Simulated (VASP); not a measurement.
Data:

```yaml
crystal:
  lattice:
    - [2.16769, -3.75455, 0.00000]
    - [2.16769, 3.75455, 0.00000]
    - [0.00000, 0.00000, 7.06871]
  atoms:
    - { symbol: Cd, position: [0.66667, 0.33333, 0.50000] }
    - { symbol: Cd, position: [0.33333, 0.66667, 0.00000] }
    - { symbol: Se, position: [0.66667, 0.33333, 0.87600] }
    - { symbol: Se, position: [0.33333, 0.66667, 0.37600] }
```

Computed with SCAN meta-GGA, VASP's PBE PAW potentials (set 64) (plane waves; VASP). Settings: 520 eV cut-off, 7×7×4 Γ-centred mesh, tetrahedra with Blöchl corrections, potentials Cd Se.

**Question.** Give the energies of bands 13 to 21 at the high-symmetry points, in eV from the valence-band maximum.

**Answer.** 
```csv
band,Γ,M,K,A,L,H
13,-4.31,-4.15,-3.73,-2.60,-4.15,-4.04
14,-0.75,-3.58,-3.73,-2.60,-4.15,-4.04
15,-0.75,-2.61,-3.01,-0.39,-1.33,-2.40
16,-0.04,-1.82,-1.84,-0.39,-1.33,-2.40
17,0.00,-1.30,-1.84,-0.39,-1.32,-1.10
18,0.00,-0.74,-1.65,-0.39,-1.32,-1.10
19,0.98,3.55,4.51,2.69,3.25,4.12
20,2.55,3.64,5.11,2.69,3.25,4.12
21,6.31,5.05,5.11,6.20,5.22,6.08
```

The gap is direct, 0.98 eV, from the valence maximum at Γ to the conduction minimum at Γ.

Measured: gap 1.73 eV (computed value off by -0.75 eV), as given by Abedi et al., (2022), arXiv:2211.14644.

The compound is CdSe in the wurtzite structure. It was relaxed first.
